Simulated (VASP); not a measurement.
Level of theory: vdW-DF-cx, VASP's PBE PAW potentials (set 64) (plane waves; VASP).

VASP ran on this input.

File KPOINTS:
```
Regular mesh
0
gamma
  14 14 12
```

### INCAR
```
SYSTEM = CuAu
PREC = Accurate; ENCUT = 520; LREAL = .False.
LASPH = .True.
EDIFF = 1E-7; NELM = 100; ALGO = Normal
LMAXMIX = 6
ISMEAR = -5
GGA = CX; LUSE_VDW = .True.; AGGAC = 0.0
ISIF = 2
LWAVE = .False.; LCHARG = .True.; LORBIT = 11
NEDOS = 601
```

**POSCAR**
```
CuAu
1
    2.8462409839    -0.0000000000    -0.0000000000
    0.0000000000     2.8462409839    -0.0000000000
   -0.0000000000     0.0000000000     3.5440774069
Cu Au
1 1
Direct
  0.0000000000   0.0000000000   0.0000000000
  0.5000000000   0.5000000000   0.5000000000
```

POTCAR, in this order: Cu Au (PBE.64 set). Program: vasp_std.

The run wrote:

### OSZICAR
```
       N       E                     dE             d eps       ncg     rms          rms(c)
DAV:   1     0.135487668076E+03    0.13549E+03   -0.11525E+04  7916   0.211E+03
DAV:   2     0.157993116257E+01   -0.13391E+03   -0.12796E+03  7721   0.333E+02
DAV:   3    -0.309222376537E+01   -0.46722E+01   -0.46157E+01  9633   0.728E+01
DAV:   4    -0.313972026255E+01   -0.47496E-01   -0.47498E-01  8655   0.622E+00
DAV:   5    -0.314114443510E+01   -0.14242E-02   -0.14242E-02 11337   0.117E+00    0.119E+01
DAV:   6    -0.253786357984E+01    0.60328E+00   -0.90741E+00  7771   0.894E+01    0.552E+00
DAV:   7    -0.214015925385E+01    0.39770E+00   -0.33672E+00  9372   0.950E+01    0.582E+00
DAV:   8    -0.207654127442E+01    0.63618E-01   -0.28281E-01 10312   0.145E+01    0.280E+00
DAV:   9    -0.206758999485E+01    0.89513E-02   -0.28651E-02 11689   0.419E+00    0.174E-01
DAV:  10    -0.206732775774E+01    0.26224E-03   -0.41611E-03 11297   0.913E-01    0.836E-02
DAV:  11    -0.206729130533E+01    0.36452E-04   -0.81322E-05 11612   0.199E-01    0.383E-02
DAV:  12    -0.206729486297E+01   -0.35576E-05   -0.10837E-05 11543   0.109E-01    0.243E-03
DAV:  13    -0.206729832123E+01   -0.34583E-05   -0.76600E-07 11344   0.236E-02    0.199E-03
DAV:  14    -0.206729689479E+01    0.14264E-05   -0.19835E-07  5080   0.161E-02    0.376E-04
DAV:  15    -0.206729716901E+01   -0.27422E-06   -0.27194E-08  4697   0.447E-03    0.163E-04
DAV:  16    -0.206729705029E+01    0.11872E-06   -0.11762E-08  4438   0.209E-03    0.817E-05
DAV:  17    -0.206729708036E+01   -0.30073E-07   -0.47172E-09  4431   0.152E-03
   1 F= -.20672971E+01 E0= -.20672971E+01  d E =0.000000E+00
```

OUTCAR:
```
------------------------ aborting loop because EDIFF is reached ----------------------------------------
  FORCE on cell =-STRESS in cart. coord.  units (eV):
  Direction    XX          YY          ZZ          XY          YZ          ZX
  --------------------------------------------------------------------------------------
  Total       -0.0679514     -0.0679514      0.0803904      0.0000000     -0.0000000      0.0000000
  in kB       -3.7919482     -3.7919482      4.4860942      0.0000000     -0.0000000      0.0000000
  external PRESSURE =      -1.0326008 kB  Pullay stress =       0.0000000 kB
  volume of cell :       28.71
      direct lattice vectors                 reciprocal lattice vectors
     2.846240984  0.000000000  0.000000000     0.351340595  0.000000000  0.000000000
     0.000000000  2.846240984  0.000000000     0.000000000  0.351340595  0.000000000
     0.000000000  0.000000000  3.544077407     0.000000000  0.000000000  0.282160880
 POSITION                                       TOTAL-FORCE (eV/Angst)
 -----------------------------------------------------------------------------------
      0.00000      0.00000      0.00000         0.000000      0.000000      0.000000
      1.42312      1.42312      1.77204         0.000000      0.000000      0.000000
 -----------------------------------------------------------------------------------
    total drift:                                0.000000      0.000000     -0.000000
  FREE ENERGIE OF THE ION-ELECTRON SYSTEM (eV)
  ---------------------------------------------------
  free  energy   TOTEN  =        -2.0672970804 eV

  energy  without entropy=       -2.0672970804  energy(sigma->0) =       -2.06729708

 total charge

# of ion       s       p       d       tot
------------------------------------------
    1        0.388   0.332   9.228   9.948
    2        0.612   0.426   8.701   9.739
--------------------------------------------------
tot          1.000   0.758  17.929  19.687
```
(Selected blocks of OUTCAR.)

For a metal the tetrahedron method with Blöchl corrections gives inexact stress and forces.

The compound is CuAu in the L1_0 structure. It was relaxed first.
